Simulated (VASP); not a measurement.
VASP ran on this input.

### POSCAR
```
ZnS
1
    1.9077727631    -3.3043593109     0.0000000000
    1.9077727631     3.3043593109     0.0000000000
    0.0000000000     0.0000000000     6.2493766815
Zn S
2 2
Direct
  0.6666670000   0.3333330000   0.5001195316
  0.3333330000   0.6666670000   0.0001195316
  0.6666670000   0.3333330000   0.8748804684
  0.3333330000   0.6666670000   0.3748804684
```

### KPOINTS
```
Automatic
0
G
7 7 4
```

**INCAR**
```
# general
SYSTEM  = ZnS
PREC    = Accurate
ENCUT   = 520
LREAL   = .FALSE.
LASPH   = .TRUE.

# electronic loop
EDIFF   = 1E-7
NELM    = 100
ALGO    = Normal
LMAXMIX = 4

# smearing
ISMEAR  = 0
SIGMA   = 0.05

# functional
GGA     = RP

# ions
IBRION  = 2
NSW     = 30
ISIF    = 4
EDIFFG  = -0.01

# output
LWAVE   = .FALSE.
LCHARG  = .FALSE.
```

POTCAR, in this order: Zn S (PBE.64 set). Program: vasp_std.

Translate this RPBE calculation to Quantum ESPRESSO's pw.x.

One equivalent input (not run):
```
&CONTROL
  calculation = 'vc-relax'
  pseudo_dir = './pseudo'
  outdir = './out'
  tprnfor = .true.
  tstress = .true.
  nstep = 30
  forc_conv_thr = 0.00039
/
&SYSTEM
  ibrav = 0
  nat = 4
  ntyp = 2
  ecutwfc = 84
  occupations = 'smearing'
  smearing = 'gaussian'
  degauss = 0.003675
  input_dft = 'rpbe'
/
&ELECTRONS
  conv_thr = 7.3e-09
  electron_maxstep = 100
/
&IONS
/
&CELL
  cell_dofree = 'shape'
/
ATOMIC_SPECIES
  Zn 65.380 Zn.upf
  S 32.060 S.upf
CELL_PARAMETERS angstrom
     1.9077728   -3.3043593    0.0000000
     1.9077728    3.3043593    0.0000000
     0.0000000    0.0000000    6.2493767
ATOMIC_POSITIONS crystal
  Zn   0.6666670  0.3333330  0.5001195
  Zn   0.3333330  0.6666670  0.0001195
  S    0.6666670  0.3333330  0.8748805
  S    0.3333330  0.6666670  0.3748805
K_POINTS automatic
  7 7 4 0 0 0
```
Limits of the translation: the potentials are each code's own (VASP's PAW set, PseudoDojo norm-conserving files in pw.x), so ENCUT and ecutwfc are chosen apart and not converted; conv_thr bounds pw.x's estimated SCF error, while EDIFF bounds the energy change between steps; forc_conv_thr acts on force components and is met together with etot_conv_thr.

The compound is ZnS in the wurtzite structure, the high-temperature form. This cell is one point of a volume scan, at 0.94 of the reference volume.
